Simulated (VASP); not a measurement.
# TiPd (Pm-3m) in VASP: single point with LDA

Aim: the single point of TiPd with LDA.

All numbers are computed with VASP 6.6.1; they aren't measurements. Logs are shortened: lines on timing, memory, paths and dates and some standing lists are left out, and cuts for length are marked.

### Step 1. The structure

Symmetry: Pm-3m, No. 221, cubic system. The conventional cell has a = 3.180 Å, b = 3.180 Å, c = 3.180 Å, α = 90.00°, β = 90.00°, γ = 90.00°. Ti (site symmetry m-3m) is surrounded by 8 Pd at 2.75 Å. Around Pd (site symmetry m-3m) lie 8 Ti at 2.75 Å.

### Step 2. Single point, LDA

Input file INCAR:

```
SYSTEM = TiPd
PREC = Accurate
ENCUT = 520
EDIFF = 1E-7
ISMEAR = 0
SIGMA = 0.15
LREAL = .FALSE.
LASPH = .TRUE.
NELM = 100
ALGO = Normal
ISIF = 2
LWAVE = .FALSE.
LCHARG = .FALSE.
GGA = CA
NBANDS = 18
```

Input file KPOINTS:

```
Automatic mesh
0
G
  16 16 16
  0 0 0
```

Input file POSCAR:

```
TiPd
1.0
    3.1800000000      0.0000000000      0.0000000000
    0.0000000000      3.1800000000      0.0000000000
    0.0000000000      0.0000000000      3.1800000000
Ti Pd
1 1
Direct
    0.5000000000      0.5000000000      0.5000000000
    0.0000000000      0.0000000000      0.0000000000
```

Potentials or basis: VASP PAW LDA potentials, release 64 (Ti_sv, Pd).

Started as:

```sh
$ cat potpaw_LDA.64/Ti_sv/POTCAR potpaw_LDA.64/Pd/POTCAR > POTCAR
$ mpirun -np 1 vasp_std > vasp.out
```

OUTCAR:

```text
SYSTEM = TiPd
   PREC = Accurate
   ENCUT = 520
   EDIFF = 1E-7
   ISMEAR = 0
   LREAL = .FALSE.
   LASPH = .TRUE.
   NELM = 100
   ISIF = 2
   GGA = CA

 ion  position               nearest neighbor table
   1  0.500  0.500  0.500-   2 2.75   2 2.75   2 2.75   2 2.75   2 2.75   2 2.75   2 2.75   2 2.75

   2  0.000  0.000  0.000-   1 2.75   1 2.75   1 2.75   1 2.75   1 2.75   1 2.75   1 2.75   1 2.75

  LATTYP: Found a simple cubic cell.
 ALAT       =     3.1800000000

  Lattice vectors:

 A1 = (   3.1800000000,   0.0000000000,   0.0000000000)
 A2 = (   0.0000000000,   3.1800000000,   0.0000000000)
 A3 = (   0.0000000000,   0.0000000000,   3.1800000000)

Analysis of symmetry for initial positions (statically):
=====================================================================
 Subroutine PRICEL returns:
 Original cell was already a primitive cell.

 Routine SETGRP: Setting up the symmetry group for a
 simple cubic supercell.

 Subroutine GETGRP returns: Found 48 space group operations
 (whereof 48 operations were pure point group operations)
 out of a pool of 48 trial point group operations.

The static configuration has the point symmetry O_h .

Analysis of symmetry for dynamics (positions and initial velocities):
=====================================================================
 Subroutine PRICEL returns:
 Original cell was already a primitive cell.

 Routine SETGRP: Setting up the symmetry group for a
 simple cubic supercell.

 Subroutine GETGRP returns: Found 48 space group operations
 (whereof 48 operations were pure point group operations)
 out of a pool of 48 trial point group operations.

The dynamic configuration has the point symmetry O_h .

 Subroutine INISYM returns: Found 48 space group operations
 (whereof 48 operations are pure point group operations),
 and found     1 'primitive' translations

----------------------------------------------------------------------------------------

                                     Primitive cell

  volume of cell :      32.1574

  direct lattice vectors                    reciprocal lattice vectors
     3.180000000  0.000000000  0.000000000     0.314465409  0.000000000  0.000000000
     0.000000000  3.180000000  0.000000000     0.000000000  0.314465409  0.000000000
     0.000000000  0.000000000  3.180000000     0.000000000  0.000000000  0.314465409

  length of vectors
     3.180000000  3.180000000  3.180000000     0.314465409  0.314465409  0.314465409

  position of ions in fractional coordinates (direct lattice)
     0.500000000  0.500000000  0.500000000
     0.000000000  0.000000000  0.000000000

  ion indices of the primitive-cell ions
   primitive index   ion index
                 1           1
                 2           2

----------------------------------------------------------------------------------------

 KPOINTS: Automatic mesh

Automatic generation of k-mesh.
 Grid dimensions read from file:
 generate k-points for:   16   16   16

 Generating k-lattice:

  Cartesian coordinates                     Fractional coordinates (reciprocal lattice)
     0.019654088  0.000000000  0.000000000     0.062500000  0.000000000  0.000000000
     0.000000000  0.019654088  0.000000000     0.000000000  0.062500000  0.000000000
     0.000000000  0.000000000  0.019654088     0.000000000  0.000000000  0.062500000

  Length of vectors
     0.019654088  0.019654088  0.019654088

  Shift w.r.t. Gamma in fractional coordinates (k-lattice)
     0.000000000  0.000000000  0.000000000

 Subroutine IBZKPT returns following result:
 ===========================================

 Found    165 irreducible k-points:

 Following reciprocal coordinates:
            Coordinates               Weight
  0.000000  0.000000  0.000000      1.000000
  0.062500  0.000000  0.000000      6.000000
  0.125000  0.000000  0.000000      6.000000
  0.187500  0.000000  0.000000      6.000000
  0.250000  0.000000  0.000000      6.000000
  0.312500  0.000000  0.000000      6.000000
[... 16 lines left out ...]
  0.437500  0.125000  0.000000     24.000000
  0.500000  0.125000  0.000000     12.000000
 [... further k-points ...]
   k-points           NKPTS =    165   k-points in BZ     NKDIM =    165   number of bands    NBANDS=     18
   number of dos      NEDOS =    301   number of ions     NIONS =      2
   total plane-waves  NPLWV =  13824
   dimension x,y,z NGX =    24 NGY =   24 NGZ =   24
   dimension x,y,z NGXF=    48 NGYF=   48 NGZF=   48
   ions per type =               1   1
   NGX,Y,Z   is equivalent  to a cutoff of  12.55, 12.55, 12.55 a.u.
   NGXF,Y,Z  is equivalent  to a cutoff of  25.09, 25.09, 25.09 a.u.
 SYSTEM =  TiPd
   PREC   = accura    normal or accurate (medium, high low for compatibility)
   ISTART =      0    job   : 0-new  1-cont  2-samecut
   ICHARG =      2    charge: 1-file 2-atom 10-const
   ISPIN  =      1    spin polarized calculation?
   LNONCOLLINEAR =      F non collinear calculations
   LSORBIT =      F    spin-orbit coupling
   LASPH  =      T    aspherical Exc in radial PAW
   ENCUT  =  520.0 eV  38.22 Ry    6.18 a.u.   5.91  5.91  5.91*2*pi/ulx,y,z
   NELM   =    100;   NELMIN=  2; NELMDL= -5     # of ELM steps
   EDIFF  = 0.1E-06   stopping-criterion for ELM
   LREAL  =      F    real-space projection
   EDIFFG = 0.1E-05   stopping-criterion for IOM
   NSW    =      0    number of steps for IOM
   IBRION =     -1    ionic relax: 0-MD 1-quasi-New 2-CG
   NFREE  =      0    steps in history (QN), initial steepest desc. (CG)
   ISIF   =      2    stress and relaxation
   ISYM   =      2    0-nonsym 1-usesym 2-fastsym
   POTIM  = 0.5000    time-step for ionic-motion
   TEBEG  =    0.0;   TEEND  =   0.0 temperature during run
   PSTRESS=    0.0 pullay stress
   NELECT =      22.0000    total number of electrons
   NUPDOWN=      -1.0000    fix difference up-down
   EMIN   =  10.00;   EMAX   =-10.00  energy-range for DOS
   EFERMI =   0.00;   METHOD = LEGACY
   ISMEAR =     0;   SIGMA  =   0.15  broadening in eV -4-tet -1-fermi 0-gaus
   EFERMI_NEDOS =   21; number of points for ismear=-14 and -15
   IALGO  =     38    algorithm
   IMIX   =      4    mixing-type and parameters
     AMIX     =   0.40;   BMIX     =  1.00
     AMIX_MAG =   1.60;   BMIX_MAG =  1.00
  volume/ion in A,a.u.               =      16.08       108.50
  Fermi-wavevector in a.u.,A,eV,Ry     =   1.442520  2.725968 28.311885  2.080865
  Thomas-Fermi vector in A             =   2.561031
   LORBIT       =      0    0 simple, 1 ext, 2 COOP (PROOUT), +10 PAW based schemes
   GGA     = CA    functional components
   LHFCALC =     F    Hartree Fock is set to
   AEXX    =    0.0000 exact exchange contribution
   IVDW    =     0    specifies the selected vdW correction
   LEPSILON=     F    determine dielectric tensor
   LRPA    =     F    only Hartree local field effects (RPA)
 non-spin polarized calculation
 Gauss-broadening in eV      SIGMA  =   0.15
  energy-cutoff  :      520.00
  volume of cell :       32.16
 maximum number of plane-waves:       912
 NGX is ok and might be reduce to    24
   NGX = 11   NGY = 11   NGZ = 11

 number of electron      21.9999991 magnetization

 Free energy of the ion-electron system (eV)
  ---------------------------------------------------
  ext. energy  EPLUGINS =         0.00000000
  ---------------------------------------------------
  free energy    TOTEN  =       -15.94459895 eV

  energy without entropy =      -15.90737634  energy(sigma->0) =      -15.92598765

 E-fermi :   9.4017     XC(G=0): -12.5897

 val. band max:        9.4003118160   @ k =   0.3750   0.3750   0.0625
 cond. band min:       9.4076846166   @ k =   0.3750   0.0625   0.0000
 fundamental gap:      0.0073728006
 Fermi energy:         9.4016757664

 k-point     1 :       0.0000    0.0000    0.0000
  band No.  band energies     occupation
      1     -47.4362      2.00000
      2     -23.9693      2.00000
      3     -23.9693      2.00000
      4     -23.9693      2.00000
      5       2.1363      2.00000
      6       4.3247      2.00000
[... 10 lines left out ...]
     17      17.3341      0.00000
     18      17.3341      0.00000

 k-point     2 :       0.0625    0.0000    0.0000
  band No.  band energies     occupation
      1     -47.4357      2.00000
      2     -23.9757      2.00000
      3     -23.9690      2.00000
      4     -23.9690      2.00000
      5       2.2071      2.00000
      6       4.3508      2.00000
[... 10 lines left out ...]
     17      17.5177      0.00000
     18      17.5177      0.00000

 k-point     3 :       0.1250    0.0000    0.0000
  band No.  band energies     occupation
      1     -47.4340      2.00000
      2     -23.9937      2.00000
      3     -23.9680      2.00000
      4     -23.9680      2.00000
      5       2.4158      2.00000
      6       4.4275      2.00000
[... 10 lines left out ...]
     17      18.0303      0.00000
     18      18.0303      0.00000

 k-point     4 :       0.1875    0.0000    0.0000
  band No.  band energies     occupation
      1     -47.4315      2.00000
      2     -24.0205      2.00000
      3     -23.9665      2.00000
      4     -23.9665      2.00000
      5       2.7503      2.00000
      6       4.5489      2.00000
[... 375 lines left out ...]
      4     -23.9593      2.00000
      5       4.2699      2.00000
      6       5.0884      2.00000
[... 10 lines left out ...]
     17      20.0049      0.00000
     18      22.1299      0.00000

 k-point    23 :       0.4375    0.1250    0.0000
  band No.  band energies     occupation
      1     -47.4194      2.00000
      2     -24.1236      2.00000
      3     -23.9822      2.00000
      4     -23.9582      2.00000
      5       4.5755      2.00000
      6       5.2135      2.00000
[... 10 lines left out ...]
     17      20.8334      0.00000
     18      22.7398      0.00000

 k-point    24 :       0.5000    0.1250    0.0000
  band No.  band energies     occupation
      1     -47.4188      2.00000
      2     -24.1297      2.00000
      3     -23.9818      2.00000
      4     -23.9578      2.00000
      5       4.6905      2.00000
      6       5.3152      2.00000
[... 10 lines left out ...]
     17      21.3782      0.00000
     18      22.2009      0.00000

 [... further k-points ...]

------------------------ aborting loop because EDIFF is reached ----------------------------------------

  FORCE on cell =-STRESS in cart. coord.  units (eV):
  Direction    XX          YY          ZZ          XY          YZ          ZX
  --------------------------------------------------------------------------------------
  -------------------------------------------------------------------------------------
  Total       -2.2675011     -2.2675011     -2.2675011     -0.0000000     -0.0000000      0.0000000
  in kB     -112.9735361   -112.9735361   -112.9735361     -0.0000000     -0.0000000      0.0000000
  external PRESSURE =    -112.9735361 kB  Pullay stress =       0.0000000 kB

 VOLUME and BASIS-vectors are now :
 -----------------------------------------------------------------------------
  energy-cutoff  :      520.00
  volume of cell :       32.16
      direct lattice vectors                 reciprocal lattice vectors
     3.180000000  0.000000000  0.000000000     0.314465409  0.000000000  0.000000000
     0.000000000  3.180000000  0.000000000     0.000000000  0.314465409  0.000000000
     0.000000000  0.000000000  3.180000000     0.000000000  0.000000000  0.314465409

 POSITION                                       TOTAL-FORCE (eV/Angst)
 -----------------------------------------------------------------------------------
      1.59000      1.59000      1.59000         0.000000      0.000000      0.000000
      0.00000      0.00000      0.00000         0.000000      0.000000      0.000000
 -----------------------------------------------------------------------------------
    total drift:                                0.000000      0.000000     -0.000000

  FREE ENERGIE OF THE ION-ELECTRON SYSTEM (eV)
  ---------------------------------------------------
  free  energy   TOTEN  =       -15.9445989545 eV

  energy  without entropy=      -15.9073763416  energy(sigma->0) =      -15.92598765
```

Run time: 28 s. Hardware: 1 thread of Intel Xeon Platinum 8488C (Sapphire Rapids), shared host; peak memory 0.21 GiB.

Results:

```
Free energy            : -15.9446 eV
Pressure               : -11.3 GPa
Band gap on the k mesh : none (metal or under the smearing width)
```
